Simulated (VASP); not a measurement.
Consider the following.

```xyz
5
Lattice="4.2008 0.0000 0.0000 0.0000 4.2008 0.0000 0.0000 0.0000 4.2008" Properties=species:S:1:pos:R:3 pbc="T T T"
Ba     0.0000     0.0000     0.0000
Hf     2.1004     2.1004     2.1004
O      2.1004     0.0000     2.1004
O      0.0000     2.1004     2.1004
O      2.1004     2.1004     0.0000
```

Computed with SCAN meta-GGA, VASP's PBE PAW potentials (set 64) (plane waves; VASP). Settings: 520 eV cut-off, 5×5×5 Γ-centred mesh, Gaussian smearing of 0.050 eV, potentials Ba_sv Hf_pv O.

### Question
Predict the energy per atom (σ→0), pressure.

### Answer

| Quantity | Result |
|---|---|
| energy per atom (σ→0) | -27.876 eV/atom |
| pressure | -4.98 GPa |

The compound is BaHfO3 in the cubic perovskite structure. This cell is one point of a volume scan, at 1.03 of the reference volume.
